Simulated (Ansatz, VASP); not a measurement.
## InWSe3 in VASP and in Ansatz

The input INCAR:

```
SYSTEM = InWSe3
PREC     = Accurate       ! precision mode
ENCUT    = 600            ! plane-wave cutoff, eV
EDIFF    = 1E-6           ! SCF threshold, eV
ISMEAR   = 0              ! smearing method
SIGMA    = 0.1            ! smearing width, eV
LREAL    = .False.        ! projectors in reciprocal space
LASPH    = .True.         ! aspherical terms in the spheres
NELM     = 100            ! most SCF steps
ALGO     = Normal         ! electronic algorithm
ISIF     = 3              ! what is computed and relaxed
LWAVE    = .False.        ! write WAVECAR
LCHARG   = .False.        ! write CHGCAR
GGA      = PE             ! functional
IBRION   = 2              ! ionic algorithm
NSW      = 100            ! ionic steps
EDIFFG   = -0.01          ! ionic threshold
```

File KPOINTS:

```
regular mesh
0
Gamma
  8 8 8
  0 0 0
```

The input POSCAR:

```
InWSe3
1.0
    5.0178813305      0.0000000000      0.0000000000
    0.0000000000      5.0178813305      0.0000000000
    0.0000000000      0.0000000000      5.0178813305
In W Se
1 1 3
Direct
    0.5000000000      0.5000000000      0.5000000000
    0.0000000000      0.0000000000      0.0000000000
    0.5000000000      0.0000000000      0.0000000000
    0.0000000000      0.5000000000      0.0000000000
    0.0000000000      0.0000000000      0.5000000000
```

Input for Ansatz:

```yaml
crystal:
  lattice:
    - [5.0178813305, 0.0, 0.0]
    - [0.0, 5.0178813305, 0.0]
    - [0.0, 0.0, 5.0178813305]
  atoms:
    - { symbol: In, position: [0.5, 0.5, 0.5] }
    - { symbol: W, position: [0.0, 0.0, 0.0] }
    - { symbol: Se, position: [0.5, 0.0, 0.0] }
    - { symbol: Se, position: [0.0, 0.5, 0.0] }
    - { symbol: Se, position: [0.0, 0.0, 0.5] }
basis:
  ecutwfc: 420
kpoints:
  mp_grid: { grid: [8, 8, 8] }
hamiltonian:
  xc: pbe
scf:
  occupations: { method: gaussian, width: 0.1 }
output:
  forces: true
  stress: true
  eigenvalues: true
  write_density: true
  write_potential: true
  elf: true
  volumetric_format: npy
relax:
  adjacent_minimum: "off"
  f_tol: 0.01
  max_steps: 80
  cell: { stress_tol: 0.05 }
```

Alike in both runs: task relaxation of cell and atoms; functional PBE; k mesh 8 × 8 × 8; occupations gaussian, width 0.1 eV; no spin polarisation.

```csv
,VASP,Ansatz
version,VASP 6.6.1,Ansatz 0.2.0
potentials or method,"VASP PAW PBE potentials, release 64 (In_d, W_sv, Se)","scalar-relativistic, plane waves, PAW"
plane-wave cutoff (eV),600,420
valence electrons in the cell,45,75
```

VASP gave:

| Property | Result |
| --- | --- |
| gap on the k mesh at the Fermi level, each at its own relaxed structure (eV) | none |
| relaxed volume (Å³/atom) | 25.18 |
| relaxed cell length with the largest relative difference (Å) | 5.012 |

Problem. Estimate Ansatz's values.

Solution. gap on the k mesh at the Fermi level, each at its own relaxed structure (eV): none; relaxed volume (Å³/atom): 25.13; relaxed cell length with the largest relative difference (Å): 5.009.

A gap of «none» marks a metal or a gap that the smearing closes. The two sets of potentials don't hold the same shells in valence.

The runs have no spin-orbit coupling, so splittings on W are missing.
